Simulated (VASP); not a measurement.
Input:

```
SnO2
1.0
    9.64935     0.00000     0.00000
    0.00000     9.64935     0.00000
    0.00000     0.00000     9.71592
Sn O
24 48
Direct
  0.00000   0.00000   0.00000
  0.25000   0.25000   0.16667
  0.00000   0.00000   0.33333
  0.25000   0.25000   0.50000
  0.00000   0.00000   0.66667
  0.25000   0.25000   0.83333
  0.00000   0.50000   0.00000
  0.25000   0.75000   0.16667
  0.00000   0.50000   0.33333
  0.25000   0.75000   0.50000
  0.00000   0.50000   0.66667
  0.25000   0.75000   0.83333
  0.50000   0.00000   0.00000
  0.75000   0.25000   0.16667
  0.50000   0.00000   0.33333
  0.75000   0.25000   0.50000
  0.50000   0.00000   0.66667
  0.75000   0.25000   0.83333
  0.50000   0.50000   0.00000
  0.75000   0.75000   0.16667
  0.50000   0.50000   0.33333
  0.75000   0.75000   0.50000
  0.50000   0.50000   0.66667
  0.75000   0.75000   0.83333
  0.15325   0.15325   0.00000
  0.40325   0.09675   0.16667
  0.09675   0.40325   0.16667
  0.34675   0.34675   0.00000
  0.15325   0.15325   0.33333
  0.40325   0.09675   0.50000
  0.09675   0.40325   0.50000
  0.34675   0.34675   0.33333
  0.15325   0.15325   0.66667
  0.40325   0.09675   0.83333
  0.09675   0.40325   0.83333
  0.34675   0.34675   0.66667
  0.15325   0.65325   0.00000
  0.40325   0.59675   0.16667
  0.09675   0.90325   0.16667
  0.34675   0.84675   0.00000
  0.15325   0.65325   0.33333
  0.40325   0.59675   0.50000
  0.09675   0.90325   0.50000
  0.34675   0.84675   0.33333
  0.15325   0.65325   0.66667
  0.40325   0.59675   0.83333
  0.09675   0.90325   0.83333
  0.34675   0.84675   0.66667
  0.65325   0.15325   0.00000
  0.90325   0.09675   0.16667
  0.59675   0.40325   0.16667
  0.84675   0.34675   0.00000
  0.65325   0.15325   0.33333
  0.90325   0.09675   0.50000
  0.59675   0.40325   0.50000
  0.84675   0.34675   0.33333
  0.65325   0.15325   0.66667
  0.90325   0.09675   0.83333
  0.59675   0.40325   0.83333
  0.84675   0.34675   0.66667
  0.65325   0.65325   0.00000
  0.90325   0.59675   0.16667
  0.59675   0.90325   0.16667
  0.84675   0.84675   0.00000
  0.65325   0.65325   0.33333
  0.90325   0.59675   0.50000
  0.59675   0.90325   0.50000
  0.84675   0.84675   0.33333
  0.65325   0.65325   0.66667
  0.90325   0.59675   0.83333
  0.59675   0.90325   0.83333
  0.84675   0.84675   0.66667
```

The numbers are results of PBE GGA, VASP's PBE PAW potentials (set 64) (plane waves; VASP), not measurements. Run with PREC = Normal, LREAL = Auto, 400 eV cut-off, 1×1×1 Γ-centred mesh, Gaussian smearing of 0.050 eV, potentials Sn O.

At this cut-off the stress carries a Pulay error, which pulls relaxed volumes low. The supercell is sampled at Γ alone, which is coarse: total energies, pressure and levels can be off, energies of defects by several tenths of an eV.

Task: Give the stress tensor in GPa (positive for a compressed cell).

Result: 
```
-5.51   0.00   0.00
 0.00  -5.51   0.00
 0.00   0.00  -4.89
```
The pressure is its mean diagonal, -5.30 GPa.

The cell is a supercell, built from SnO2 (rutile).
